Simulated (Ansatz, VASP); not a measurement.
# Ta (Ta(100)): VASP beside Ansatz, part 2 of 2

One calculation is typed for both programs; each brings its own data sets. How far apart do they land? The cell is taken from a series of runs on this material, whose earlier steps may have relaxed, scaled, displaced or heated it; both programs get it as it stands.

VASP 6.6.1 and Ansatz 0.2.0.

So far: Set-up; VASP: single point, PBE, pair 1; Ansatz: single point, PBE, pair 1; Differences.

## Step 5: VASP: single point, PBE, pair 2

Level of this step: PBE; plane waves and PAW (Ta_pv) (VASP).

A single point takes one fixed geometry, so differences don't come from the geometry; what else differs is listed under the comparison. This pair takes another cell of the material, with 7 atoms against 8 for the pair before.

INCAR reads:

```
SYSTEM = Ta
PREC = Accurate
ENCUT = 400
EDIFF = 1E-06
NELM = 120
ISMEAR = -1
SIGMA = 0.1
LREAL = .FALSE.
ALGO = Normal
GGA = PE
NBANDS = 47
LASPH = .TRUE.
LORBIT = 11
LWAVE = .FALSE.
LCHARG = .FALSE.
ISIF = 2
LDIPOL = .TRUE.
IDIPOL = 3
DIPOL = 0.5 0.5 0.5
LVHAR = .TRUE.
GGA_COMPAT = .FALSE.
NELMDL = -8
KPAR = 4
```

POSCAR reads:

```
Ta
1.0
    3.3100000000      0.0000000000      0.0000000000
    0.0000000000      3.3100000000      0.0000000000
    0.0000000000      0.0000000000     35.9300000000
Ta
7
Direct
    0.0000000000      0.0000000000      0.3618146396
    0.5000000000      0.5000000000      0.4078764264
    0.0000000000      0.0000000000      0.4539382132
    0.5000000000      0.5000000000      0.5000000000
    0.0000000000      0.0000000000      0.5460617868
    0.5000000000      0.5000000000      0.5921235736
    0.0000000000      0.0000000000      0.6381853604
```

KPOINTS reads:

```
Automatic mesh
0
Gamma
12 12 1
0 0 0
```

PAW data sets: Ta_pv (PBE family, release 64).

Launch:

```
$ mpirun -np 4 vasp_std
```

Numbers of over 12 decimals in the logs are rounded to 6 here.

Output:

```text
[banner, memory and clock lines left out]
running    4 mpi-ranks, on    1 nodes
[...]
LDA part: xc-table for (Slater+PW92), standard interpolation
 POSCAR, INCAR and KPOINTS ok, starting setup
[...]
entering main loop
       N       E                     dE             d eps       ncg     rms          rms(c)
DAV:   1     0.535124726728E+03    0.53512E+03   -0.39348E+04  3472   0.115E+03
DAV:   2    -0.601806464127E+02   -0.59531E+03   -0.58135E+03  3172   0.334E+02
DAV:   3    -0.865118118220E+02   -0.26331E+02   -0.25348E+02  3244   0.619E+01
DAV:   4    -0.878942417319E+02   -0.13824E+01   -0.13556E+01  3728   0.113E+01
[...]
DAV:  32    -0.791050575287E+02   -0.26587E-05   -0.16745E-07  1693   0.974E-04    0.328E-04
DAV:  33    -0.791050586455E+02   -0.11167E-05   -0.53336E-08  1554   0.107E-03    0.386E-04
DAV:  34    -0.791050589612E+02   -0.31570E-06   -0.18053E-08  1547   0.459E-04
   1 F= -.79105059E+02 E0= -.78981271E+02  d E =-.247576E+00
```

Parts of OUTCAR (step 5):

```text
  Total       -5.7296050     -5.7296050     -3.1401490      0.0000000     -0.0000000      0.0000000
  in kB      -23.3196517    -23.3196517    -12.7804940      0.0000000     -0.0000000      0.0000000
  external PRESSURE =     -19.8065991 kB  Pullay stress =       0.0000000 kB

 POSITION                                       TOTAL-FORCE (eV/Angst)
 -----------------------------------------------------------------------------------
      0.00000      0.00000     13.00000         0.000000      0.000000      1.176427
      1.65500      1.65500     14.65500         0.000000     -0.000000     -1.129123
      0.00000      0.00000     16.31000         0.000000      0.000000     -0.346521
      1.65500      1.65500     17.96500         0.000000      0.000000      0.000000
      0.00000      0.00000     19.62000        -0.000000      0.000000      0.346521
      1.65500      1.65500     21.27500        -0.000000     -0.000000      1.129123
      0.00000      0.00000     22.93000         0.000000      0.000000     -1.176427
 -----------------------------------------------------------------------------------
    total drift:                                0.000000      0.000000      0.000000

  FREE ENERGIE OF THE ION-ELECTRON SYSTEM (eV)
  ---------------------------------------------------
  free  energy   TOTEN  =       -79.1050589612 eV

  energy  without entropy=      -78.8574830634  energy(sigma->0) =      -78.98127101

[... 3 further parts left out ...]
[key lines of the parts left out:]
E-fermi :  -0.7670
```

This run has no spin polarisation. Its electron count is odd, so without a moment it is a metal by construction.

## Step 6: Ansatz: single point, PBE, pair 2

The same cell, functional, mesh and smearing now go to Ansatz, which takes its cutoff from its data sets.

The cell is taken from a series of runs on this material, whose earlier steps may have relaxed, scaled, displaced or heated it; both programs get it as it stands.

input.yaml reads:

```yaml
crystal:
  lattice:
    - [3.31, 0.0, 0.0]
    - [0.0, 3.31, 0.0]
    - [0.0, 0.0, 35.93]
  atoms:
    - { symbol: Ta, position: [0.0, 0.0, 0.3618146396] }
    - { symbol: Ta, position: [0.5, 0.5, 0.4078764264] }
    - { symbol: Ta, position: [0.0, 0.0, 0.4539382132] }
    - { symbol: Ta, position: [0.5, 0.5, 0.5] }
    - { symbol: Ta, position: [0.0, 0.0, 0.5460617868] }
    - { symbol: Ta, position: [0.5, 0.5, 0.5921235736] }
    - { symbol: Ta, position: [0.0, 0.0, 0.6381853604] }
kpoints:
  mp_grid: { grid: [12, 12, 1] }
hamiltonian:
  xc: pbe
scf:
  occupations: { method: fermi_dirac, width: 0.1 }
  convergence: { dr2_threshold: 1.0e-09 }
efield:
  axis: 3
  dipole_correction: true
  ramp_position: 0.97
  ramp_width: 0.06
output:
  write_potential: true
  write_density: true
  volumetric_format: npy
```

Launch:

```
$ ansatz run input.yaml --threads 2 --pin off --max-ram 3072MiB --backend cpu --events-out ev --progress --plain --runs-dir out
```

Output:

```text
[...]
Crystal: 7 atoms, lattice volume = 393.653 Å³
Basis set: ecut = 420 eV, 7777 PW (Γ)
Bands: 55, of which v1, the nominal top of the filled ones, is band 46 counted from 1 (45 counted from 0)
Symmetry: 8 space group operations
k-points: 28 of 144
[...]
k-point 0: bands = [... 42 lower, 3.9135, 3.9135, 3.9834, 3.9834, 4.1260, 4.1260, 4.2118, 4.5676, ... 5 higher]
  k-point 1: bands = [... 42 lower, 3.6910, 3.7261, 3.9642, 3.9684, 4.0672, 4.0986, 4.1085, 4.4585, ... 5 higher]
  k-point 2: bands = [... 42 lower, 3.2711, 3.3996, 3.5607, 3.7490, 3.8209, 4.3402, 4.3463, 4.4131, ... 5 higher]
  k-point 27: bands = [... 42 lower, 2.2167, 3.0028, 3.0028, 4.0885, 4.0885, 5.5696, 5.5696, 5.7219, ... 5 higher]
[key lines of the parts left out:]
SCF converged after 10 iterations
Free energy (F): -69522.153675 eV
Fermi energy:    3.448424 eV
Dipole field:    D = -0.000001 V/Å  (p = -0.000002 e·Å, saw-weighted, corrected)
Work function:   Φ+ = 3.9993 eV   Φ− = 3.9992 eV
```

## Step 7: Side by side

What differs besides the data sets and the points named for the pairs above, as far as they apply: the data sets hold 91 valence electrons in Ansatz (on its default PAW (the set named soft_2) files) and 77 in VASP. Total energies have different zeros and are not compared.

The two programs side by side:

```
                                   quantity  Ansatz  VASP  difference
 work function, lower of the two faces (eV)    4.00  4.00        0.00
work function, higher of the two faces (eV)    4.00  4.00        0.00
```

Where the cell holds vacuum, a pressure given here is an average over it and none of the material.

## Step 8: Ansatz: single point, PBE, pair 3

A single point takes one fixed geometry, so differences don't come from the geometry; what else differs is listed under the comparison. This pair takes another cell of the material, with 10 atoms against 7 for the pair before.

The cell is taken from a series of runs on this material, whose earlier steps may have relaxed, scaled, displaced or heated it; both programs get it as it stands.

input.yaml, the sections that differ from step 6:

```yaml
crystal:
  lattice:
    - [3.31, 0.0, 0.0]
    - [0.0, 3.31, 0.0]
    - [0.0, 0.0, 32.895]
  atoms:
    - { symbol: Ta, position: [0.5, 0.5, 0.2735978112] }
    - { symbol: Ta, position: [0.0, 0.0, 0.3239094087] }
    - { symbol: Ta, position: [0.5, 0.5, 0.3742210062] }
    - { symbol: Ta, position: [0.0, 0.0, 0.4245326037] }
    - { symbol: Ta, position: [0.5, 0.5, 0.4748442012] }
    - { symbol: Ta, position: [0.0, 0.0, 0.5251557988] }
    - { symbol: Ta, position: [0.5, 0.5, 0.5754673963] }
    - { symbol: Ta, position: [0.0, 0.0, 0.6257789938] }
    - { symbol: Ta, position: [0.5, 0.5, 0.6760905913] }
    - { symbol: Ta, position: [0.0, 0.0, 0.7264021888] }
# kpoints, hamiltonian, scf, efield, output: as in step 6
```

Output:

```text
[...]
Crystal: 10 atoms, lattice volume = 360.401 Å³
Basis set: ecut = 420 eV, 7133 PW (Γ)
Bands: 78, of which v1, the nominal top of the filled ones, is band 65 counted from 1 (64 counted from 0)
Symmetry: 8 space group operations
k-points: 28 of 144
[...]
k-point 0: bands = [... 61 lower, 8.0358, 8.0358, 8.2121, 8.2121, 8.2189, 8.2189, 8.2849, 8.4505, ... 9 higher]
  k-point 1: bands = [... 61 lower, 7.8791, 7.9683, 7.9988, 8.1589, 8.1947, 8.1982, 8.2038, 8.2966, ... 9 higher]
  k-point 2: bands = [... 61 lower, 7.4695, 7.5469, 7.7535, 7.8698, 8.0146, 8.0431, 8.4302, 8.4413, ... 9 higher]
  k-point 27: bands = [... 61 lower, 6.5347, 7.1249, 7.1249, 7.8556, 7.8556, 8.6285, 8.6285, 9.7249, ... 9 higher]
[key lines of the parts left out:]
SCF converged after 10 iterations
Free energy (F): -99318.968578 eV
Fermi energy:    7.527896 eV
Dipole field:    D = 0.000001 V/Å  (p = 0.000001 e·Å, saw-weighted, corrected)
Work function:   Φ+ = 4.0002 eV   Φ− = 4.0002 eV
```

## Step 9: VASP: single point, PBE, pair 3

The same cell, functional, mesh and smearing now go to VASP, with its own data sets.

INCAR: that of step 5 with these lines changed.

```diff
@@ -10,3 +10,3 @@
 GGA = PE
-NBANDS = 47
+NBANDS = 68
 LASPH = .TRUE.
```

POSCAR reads:

```
Ta
1.0
    3.3100000000      0.0000000000      0.0000000000
    0.0000000000      3.3100000000      0.0000000000
    0.0000000000      0.0000000000     32.8950000000
Ta
10
Direct
    0.5000000000      0.5000000000      0.2735978112
    0.0000000000      0.0000000000      0.3239094087
    0.5000000000      0.5000000000      0.3742210062
    0.0000000000      0.0000000000      0.4245326037
    0.5000000000      0.5000000000      0.4748442012
    0.0000000000      0.0000000000      0.5251557988
    0.5000000000      0.5000000000      0.5754673963
    0.0000000000      0.0000000000      0.6257789938
    0.5000000000      0.5000000000      0.6760905913
    0.0000000000      0.0000000000      0.7264021888
```

KPOINTS is that of step 5.

Launch:

```
$ mpirun -np 4 vasp_std
```

Output:

```text
[banner, memory and clock lines left out]
running    4 mpi-ranks, on    1 nodes
[...]
LDA part: xc-table for (Slater+PW92), standard interpolation
 POSCAR, INCAR and KPOINTS ok, starting setup
[...]
entering main loop
       N       E                     dE             d eps       ncg     rms          rms(c)
DAV:   1     0.918911129391E+03    0.91891E+03   -0.56352E+04  4752   0.124E+03
DAV:   2    -0.795755719026E+02   -0.99849E+03   -0.97303E+03  4360   0.386E+02
DAV:   3    -0.123501147204E+03   -0.43926E+02   -0.41909E+02  4900   0.698E+01
DAV:   4    -0.125381518519E+03   -0.18804E+01   -0.18524E+01  5200   0.129E+01
[...]
DAV:  34    -0.114604508557E+03   -0.13590E-05   -0.77904E-08  2356   0.692E-04    0.713E-04
DAV:  35    -0.114604509887E+03   -0.13304E-05   -0.11059E-07  2472   0.602E-04    0.371E-04
DAV:  36    -0.114604510160E+03   -0.27301E-06   -0.28845E-08  2168   0.412E-04
   1 F= -.11460451E+03 E0= -.11440945E+03  d E =-.390112E+00
```

From OUTCAR (step 9):

```text
  Total       -5.0434051     -5.0434051     -2.6781590      0.0000000     -0.0000000      0.0000000
  in kB      -22.4206686    -22.4206686    -11.9058680      0.0000000     -0.0000000      0.0000000
  external PRESSURE =     -18.9157351 kB  Pullay stress =       0.0000000 kB

 POSITION                                       TOTAL-FORCE (eV/Angst)
 -----------------------------------------------------------------------------------
      1.65500      1.65500      9.00000        -0.000000     -0.000000      1.227189
      0.00000      0.00000     10.65500        -0.000000     -0.000000     -1.166694
      1.65500      1.65500     12.31000        -0.000000      0.000000     -0.393178
      0.00000      0.00000     13.96500        -0.000000      0.000000      0.209908
      1.65500      1.65500     15.62000         0.000000      0.000000      0.005468
      0.00000      0.00000     17.27500        -0.000000     -0.000000     -0.005468
      1.65500      1.65500     18.93000        -0.000000     -0.000000     -0.209908
      0.00000      0.00000     20.58500        -0.000000     -0.000000      0.393178
      1.65500      1.65500     22.24000        -0.000000     -0.000000      1.166694
      0.00000      0.00000     23.89500        -0.000000     -0.000000     -1.227189
 -----------------------------------------------------------------------------------
    total drift:                                0.000000     -0.000000      0.000000

  FREE ENERGIE OF THE ION-ELECTRON SYSTEM (eV)
  ---------------------------------------------------
  free  energy   TOTEN  =      -114.6045101600 eV

  energy  without entropy=     -114.2143983607  energy(sigma->0) =     -114.40945426

[... 3 further parts left out ...]
[key lines of the parts left out:]
E-fermi :   0.9510
```

## Step 10: Differences

What differs besides the data sets and the points named for the pairs above, as far as they apply: the data sets hold 130 valence electrons in Ansatz (on its default PAW (the set named soft_2) files) and 110 in VASP. Total energies have different zeros and are not compared.

Compared:

```
                                   quantity  Ansatz  VASP  difference
 work function, lower of the two faces (eV)    4.00  4.00        0.00
work function, higher of the two faces (eV)    4.00  4.00        0.00
```

Where the cell holds vacuum, a pressure given here is an average over it and none of the material.

## Step 11: Summary of results

```yaml
difference_in_work_function_higher_of_the_two_faces_single_point_pbe_pair_1: 0.0012 eV
difference_in_work_function_higher_of_the_two_faces_single_point_pbe_pair_2: 2.6e-4 eV
difference_in_work_function_higher_of_the_two_faces_single_point_pbe_pair_3: 0.0012 eV
```

In words: The difference in work function, higher of the two faces is 0.0012 eV (single point, PBE, pair 1). The data sets hold unlike numbers of valence electrons (104 in Ansatz and 88 in VASP, 91 in Ansatz and 77 in VASP and 130 in Ansatz and 110 in VASP), so part of the differences may come from the potentials. 1 further pair of this series is not shown here. Such differences can come from data sets, numerical settings and the points named under the comparisons, not from the functional's error against experiment.

[Lines on the potential files, build, host, timing and source positions are cut from VASP's logs without a mark.]

[Logs are printed without paths, hosts, clocks, repeated set-up lines and the standing remarks that a program may print on its own settings, such as how far it seeks lower states.]

[Hosts, paths, dates, database ids (printed as entryN), source tags and the programs' standing remarks are cut or masked in the printed files.]
